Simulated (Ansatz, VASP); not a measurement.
# SrTlBr3: VASP beside Ansatz, part 2 of 3

Wanted: the spread between two codes on one cell, functional and k mesh. The cell is invented: As first built, before any earlier steps moved the atoms (in the runner's words): it takes the RbSrCl3 structure with some of its atoms replaced by other elements, volume scaled by an estimate. It may not be a known or stable phase. The cell is taken from a series of VASP runs on this material, whose earlier steps may have relaxed, scaled or displaced it; both programs get it as it stands.

VASP 6.6.1 and Ansatz 0.2.0.

So far: The structure; Ansatz: zone-centre phonons, BLYP.

### Step 3. VASP: zone-centre phonons, BLYP

Level of this step: BLYP; plane waves and PAW (Tl_d, Sr_sv, Br); invented cell (VASP).

The same cell, functional (in two slightly different forms) and mesh now go to VASP, with its own data sets and cutoff.

Lines of VASP's logs that name or quote its potential files are left out, and so is its time.

The input, INCAR:

```
SYSTEM = SrTlBr3
PREC = Accurate
ENCUT = 400
EDIFF = 1E-08
NELM = 100
ISMEAR = 0
SIGMA = 0.05
LREAL = .FALSE.
ALGO = Normal
GGA = B5
ALDAX = 1
AGGAX = 1
AGGAC = 1
ALDAC = 0
NBANDS = 28
LORBIT = 11
LWAVE = .FALSE.
LCHARG = .FALSE.
KPAR = 2
IBRION = 8
LEPSILON = .TRUE.
ISIF = 2
```

The input, POSCAR:

```
SrTlBr3
1.0
    6.0756620906      0.0000000000      0.0000000000
    0.0000000000      6.0756620906      0.0000000000
    0.0000000000      0.0000000000      6.0756620906
Tl Sr Br
1 1 3
Direct
    0.5000000000      0.5000000000      0.5000000000
    0.0000000000      0.0000000000      0.0000000000
    0.5000000000      0.0000000000      0.0000000000
    0.0000000000      0.5000000000      0.0000000000
    0.0000000000      0.0000000000      0.5000000000
```

The input, KPOINTS:

```
Automatic mesh
0
Gamma
5 5 5
0 0 0
```

The projector-augmented-wave data sets are Tl_d, Sr_sv and Br (PBE family, release 64).

Command:

```
mpirun -np 2 vasp_std
```

Output:

```text
[banner, memory and clock lines left out]
running    2 mpi-ranks, on    1 nodes
 distrk:  each k-point on    1 cores,    2 groups
 distr:  one band on    1 cores,    1 groups

 POSCAR found type information on POSCAR TlSrBr
 POSCAR found :  3 types and       5 ions
|                                                                             |
|               ----> ADVICE to this user running VASP <----                  |
|                                                                             |
|     You enforced a specific xc type in the INCAR file but a different       |
|     [... a line on the potential file left out ...]
|     I HOPE YOU KNOW WHAT YOU ARE DOING!                                     |
|                                                                             |

 LDA part: xc-table for (Slater(with rela. corr.)+VWN5), standard interpolation
 POSCAR, INCAR and KPOINTS ok, starting setup
 FFT: planning ... GRIDC
 FFT: planning ... GRID_SOFT
 FFT: planning ... GRID
 WAVECAR not read
 entering main loop
       N       E                     dE             d eps       ncg     rms          rms(c)
DAV:   1     0.264497579268E+03    0.26450E+03   -0.16975E+04   568   0.109E+03
DAV:   2     0.507492846509E+01   -0.25942E+03   -0.25258E+03   736   0.238E+02
DAV:   3    -0.156498818714E+02   -0.20725E+02   -0.20652E+02   664   0.660E+01
DAV:   4    -0.165115628247E+02   -0.86168E+00   -0.86108E+00   976   0.111E+01
DAV:   5    -0.165184921343E+02   -0.69293E-02   -0.69264E-02   720   0.104E+00    0.146E+01
DAV:   6    -0.155149373136E+02    0.10036E+01   -0.15910E+00   660   0.501E+00    0.950E+00
DAV:   7    -0.151983149960E+02    0.31662E+00   -0.17293E+00   656   0.453E+00    0.162E+00
DAV:   8    -0.151717771554E+02    0.26538E-01   -0.27731E-01   684   0.204E+00    0.360E-01
DAV:   9    -0.151683896550E+02    0.33875E-02   -0.12986E-02   768   0.446E-01    0.271E-01
DAV:  10    -0.151680089346E+02    0.38072E-03   -0.34411E-03   672   0.269E-01    0.798E-02
DAV:  11    -0.151679140930E+02    0.94842E-04   -0.20103E-03   644   0.207E-01    0.309E-02
DAV:  12    -0.151679486606E+02   -0.34568E-04   -0.21033E-04   748   0.590E-02    0.214E-02
DAV:  13    -0.151679539466E+02   -0.52860E-05   -0.12290E-05   740   0.159E-02    0.138E-02
DAV:  14    -0.151679556160E+02   -0.16694E-05   -0.38424E-06   644   0.104E-02    0.120E-03
DAV:  15    -0.151679556200E+02   -0.40404E-08   -0.12977E-07   856   0.183E-03    0.150E-03
DAV:  16    -0.151679556695E+02   -0.49482E-07   -0.18671E-08   572   0.787E-04    0.141E-04
DAV:  17    -0.151679556645E+02    0.49986E-08   -0.21566E-09   416   0.283E-04
   1 F= -.15167956E+02 E0= -.15167956E+02  d E =-.114275E-16
 Linear response reoptimize wavefunctions to high precision
DAV:   1    -0.151679556679E+02   -0.34083E-08   -0.59951E-10   432   0.133E-04
DAV:   2    -0.151679556680E+02   -0.92768E-10   -0.22245E-10   400   0.557E-05
 Linear response G [H, r] |phi>, progress :
  Direction:   1
       N       E                     dE             d eps       ncg     rms
RMM:   1    -0.176371063644E+03   -0.17637E+03    0.56887E+02  1065   0.106E+02
RMM:   2    -0.169833431498E+03    0.65376E+01   -0.23669E+01   980   0.195E+01
RMM:   3    -0.170338802548E+03   -0.50537E+00   -0.41789E+00  1167   0.509E+00
RMM:   4    -0.170430846486E+03   -0.92044E-01   -0.58543E-01  1242   0.181E+00
RMM:   5    -0.170454421813E+03   -0.23575E-01   -0.13044E-01  1295   0.729E-01
RMM:   6    -0.170457675183E+03   -0.32534E-02   -0.27665E-02  1325   0.299E-01
RMM:   7    -0.170458702657E+03   -0.10275E-02   -0.15357E-02  1385   0.147E-01
RMM:   8    -0.170458910084E+03   -0.20743E-03   -0.17411E-02  1392   0.720E-02
RMM:   9    -0.170458970417E+03   -0.60333E-04    0.45660E-03  1378   0.405E-02
RMM:  10    -0.170458980014E+03   -0.95964E-05    0.76754E-04  1384   0.240E-02
RMM:  11    -0.170458985022E+03   -0.50085E-05    0.39475E-04  1380   0.169E-02
RMM:  12    -0.170458985611E+03   -0.58839E-06    0.69432E-04  1367   0.137E-02
RMM:  13    -0.170458985782E+03   -0.17137E-06   -0.26448E-04  1341   0.120E-02
RMM:  14    -0.170458986364E+03   -0.58157E-06    0.80075E-05  1330   0.109E-02
RMM:  15    -0.170458985997E+03    0.36665E-06    0.12044E-04  1329   0.103E-02
RMM:  16    -0.170458986496E+03   -0.49887E-06    0.11662E-04  1316   0.979E-03
RMM:  17    -0.170458986028E+03    0.46799E-06   -0.21634E-04  1310   0.951E-03
RMM:  18    -0.170458986551E+03   -0.52344E-06    0.10190E-04  1301   0.930E-03
RMM:  19    -0.170458986122E+03    0.42957E-06    0.24812E-04  1307   0.919E-03
 Linear response G [H, r] |phi>, progress :
  Direction:   2
       N       E                     dE             d eps       ncg     rms
RMM:   1    -0.185654819894E+03   -0.18565E+03    0.47850E+02  1081   0.106E+02
RMM:   2    -0.177415353174E+03    0.82395E+01   -0.31052E+01  1012   0.206E+01
[...]
RMM:   5    -0.143490683123E+01   -0.43742E-01   -0.15798E-02  1896   0.551E-01    0.892E-02
RMM:   6    -0.144520587902E+01   -0.10299E-01   -0.39942E-03  2058   0.186E-01    0.547E-02
RMM:   7    -0.144874956357E+01   -0.35437E-02   -0.49949E-04  2046   0.762E-02    0.260E-02
RMM:   8    -0.144980549232E+01   -0.10559E-02   -0.28033E-04  2140   0.354E-02    0.108E-02
RMM:   9    -0.145022361839E+01   -0.41813E-03   -0.13324E-04  2164   0.155E-02    0.346E-03
[...]
RMM:   3    -0.304862360253E+00    0.19574E-03   -0.14882E-03  1863   0.142E-01    0.168E-01
RMM:   4    -0.304764517538E+00    0.97843E-04   -0.53404E-04  1788   0.889E-02    0.350E-02
RMM:   5    -0.304985266989E+00   -0.22075E-03   -0.31131E-05  2010   0.199E-02    0.123E-02
RMM:   6    -0.305106117427E+00   -0.12085E-03   -0.86922E-06  2084   0.866E-03    0.282E-03
RMM:   7    -0.305092443616E+00    0.13674E-04   -0.19816E-06  2249   0.335E-03    0.846E-04
RMM:   8    -0.305091977823E+00    0.46579E-06   -0.11516E-06  2304   0.165E-03    0.352E-04
RMM:   9    -0.305089663967E+00    0.23139E-05    0.28885E-06  2304   0.898E-04    0.162E-04
RMM:  10    -0.305089906725E+00   -0.24276E-06    0.11523E-06  2389   0.616E-04    0.909E-05
RMM:  11    -0.305089338881E+00    0.56784E-06    0.20509E-06  2454   0.438E-04    0.561E-05
RMM:  12    -0.305089162303E+00    0.17658E-06    0.10548E-06  2450   0.336E-04    0.252E-05
RMM:  13    -0.305089190133E+00   -0.27829E-07    0.80876E-07  2395   0.278E-04    0.346E-05
RMM:  14    -0.305089105173E+00    0.84959E-07    0.39951E-07  2398   0.238E-04    0.357E-05
RMM:  15    -0.305089245503E+00   -0.14033E-06    0.21323E-07  2235   0.213E-04    0.740E-05
RMM:  16    -0.305089072809E+00    0.17269E-06    0.19834E-07  2164   0.195E-04    0.575E-05
RMM:  17    -0.305089104668E+00   -0.31858E-07   -0.29791E-08  2237   0.180E-04    0.593E-05
RMM:  18    -0.305089092314E+00    0.12354E-07   -0.18274E-08  2110   0.169E-04    0.672E-05
 first order change of Fermi-energy  -0.63124E-03
 force on displaced ion       2 direction 1 :  -3.544   0.000  -0.000
 Born effective charge ion    2 direction 1 :   2.431   0.000   0.000
 Linear response progress:
  Degree of freedom:   3/  4
       N       E                     dE             d eps       ncg     rms          rms(c)
RMM:   1    -0.153518423924E+00   -0.15352E+00    0.67921E-02  1992   0.122E+00
RMM:   2    -0.151598404017E+00    0.19200E-02   -0.62306E-03  1690   0.214E-01    0.258E-01
RMM:   3    -0.152228385368E+00   -0.62998E-03   -0.69343E-04  1783   0.701E-02    0.148E-01
RMM:   4    -0.153062611185E+00   -0.83423E-03   -0.37130E-04  1775   0.569E-02    0.120E-02
RMM:   5    -0.153025189550E+00    0.37422E-04   -0.63128E-05  1947   0.178E-02    0.107E-02
RMM:   6    -0.153062638806E+00   -0.37449E-04   -0.47885E-05  2022   0.826E-03    0.393E-03
RMM:   7    -0.153054290837E+00    0.83480E-05   -0.60785E-05  2066   0.349E-03    0.251E-03
RMM:   8    -0.153073756351E+00   -0.19466E-04   -0.86350E-05  2045   0.258E-03    0.538E-04
RMM:   9    -0.153073416098E+00    0.34025E-06    0.41280E-06  2257   0.110E-03    0.330E-04
RMM:  10    -0.153075019042E+00   -0.16029E-05   -0.18921E-05  2282   0.511E-04    0.933E-05
RMM:  11    -0.153075428008E+00   -0.40897E-06   -0.20567E-06  2380   0.273E-04    0.682E-05
RMM:  12    -0.153075393634E+00    0.34374E-07   -0.16968E-06  2381   0.175E-04    0.409E-05
RMM:  13    -0.153075425604E+00   -0.31970E-07   -0.68803E-07  2412   0.145E-04    0.189E-05
RMM:  14    -0.153075351681E+00    0.73923E-07   -0.53330E-07  2358   0.130E-04    0.919E-06
RMM:  15    -0.153075276767E+00    0.74914E-07   -0.47877E-07  2273   0.124E-04    0.270E-06
RMM:  16    -0.153075318312E+00   -0.41545E-07   -0.28597E-07  2231   0.121E-04    0.150E-06
RMM:  17    -0.153075402677E+00   -0.84365E-07   -0.33464E-07  2134   0.120E-04    0.114E-06
RMM:  18    -0.153075340822E+00    0.61854E-07   -0.31854E-07  2056   0.120E-04    0.483E-07
RMM:  19    -0.153075373271E+00   -0.32449E-07   -0.31443E-07  1976   0.119E-04    0.169E-07
RMM:  20    -0.153075386319E+00   -0.13047E-07   -0.31620E-07  1925   0.119E-04    0.165E-07
RMM:  21    -0.153075362788E+00    0.23531E-07   -0.31326E-07  1920   0.119E-04    0.109E-07
RMM:  22    -0.153075334413E+00    0.28376E-07   -0.31452E-07  1889   0.119E-04    0.567E-08
 first order change of Fermi-energy  -0.88472E-03
 force on displaced ion       3 direction 1 :  -4.515  -0.000   0.000
 Born effective charge ion    3 direction 1 :  -1.970   0.000   0.000
 Linear response progress:
  Degree of freedom:   4/  4
       N       E                     dE             d eps       ncg     rms          rms(c)
RMM:   1    -0.150922521968E+00   -0.15092E+00    0.70407E-02  2918   0.119E+00
RMM:   2    -0.149762834655E+00    0.11597E-02   -0.52096E-03  2381   0.211E-01    0.499E-02
RMM:   3    -0.150215869176E+00   -0.45303E-03   -0.16184E-04  2515   0.385E-02    0.281E-02
RMM:   4    -0.150810291541E+00   -0.59442E-03   -0.94476E-05  2360   0.352E-02    0.581E-03
RMM:   5    -0.150832424979E+00   -0.22133E-04   -0.56566E-06  2791   0.823E-03    0.346E-03
RMM:   6    -0.150846468552E+00   -0.14044E-04   -0.16281E-06  2653   0.519E-03    0.889E-04
RMM:   7    -0.150860189177E+00   -0.13721E-04   -0.23332E-06  3041   0.197E-03    0.888E-04
RMM:   8    -0.150858806371E+00    0.13828E-05    0.40902E-06  2931   0.107E-03    0.118E-04
RMM:   9    -0.150859568869E+00   -0.76250E-06   -0.16264E-07  3229   0.520E-04    0.733E-05
RMM:  10    -0.150859075811E+00    0.49306E-06    0.17299E-06  3310   0.274E-04    0.459E-05
RMM:  11    -0.150859382991E+00   -0.30718E-06   -0.46438E-07  3514   0.178E-04    0.135E-05
RMM:  12    -0.150859269988E+00    0.11300E-06    0.21669E-07  3589   0.137E-04    0.974E-06
RMM:  13    -0.150859247739E+00    0.22249E-07   -0.10837E-06  3702   0.118E-04    0.423E-06
RMM:  14    -0.150859163329E+00    0.84410E-07   -0.91794E-07  3544   0.111E-04    0.161E-06
RMM:  15    -0.150859226289E+00   -0.62959E-07   -0.10673E-06  3355   0.108E-04    0.122E-06
RMM:  16    -0.150859175633E+00    0.50655E-07   -0.10724E-06  3150   0.106E-04    0.732E-07
RMM:  17    -0.150859252105E+00   -0.76471E-07   -0.10873E-06  3062   0.106E-04    0.391E-07
RMM:  18    -0.150859258945E+00   -0.68406E-08   -0.10951E-06  3015   0.105E-04    0.371E-07
RMM:  19    -0.150859193500E+00    0.65445E-07   -0.10946E-06  2981   0.105E-04    0.237E-07
RMM:  20    -0.150859238238E+00   -0.44738E-07   -0.11004E-06  2956   0.105E-04    0.146E-07
RMM:  21    -0.150859213247E+00    0.24991E-07   -0.10918E-06  2962   0.105E-04    0.163E-07
RMM:  22    -0.150859173379E+00    0.39867E-07   -0.11003E-06  2941   0.105E-04    0.122E-07
RMM:  23    -0.150859142313E+00    0.31066E-07   -0.10929E-06  2933   0.105E-04    0.487E-08
 first order change of Fermi-energy   0.45687E-03
 force on displaced ion       3 direction 2 :   0.000   0.039   0.000
 Born effective charge ion    3 direction 2 :   0.000  -1.067   0.000
 Born effective charges drift removed
 Linear response finished
```

(Part 2 of 3 ends here.)

[Lines on the potential files, build, host, timing and source positions are cut from VASP's logs without a mark.]

[Logs are printed without paths, hosts, clocks, repeated set-up lines and the standing remarks that a program may print on its own settings, such as how far it seeks lower states.]

[Hosts, paths, dates, database ids (printed as entryN), source tags and the programs' standing remarks are cut or masked in the printed files.]
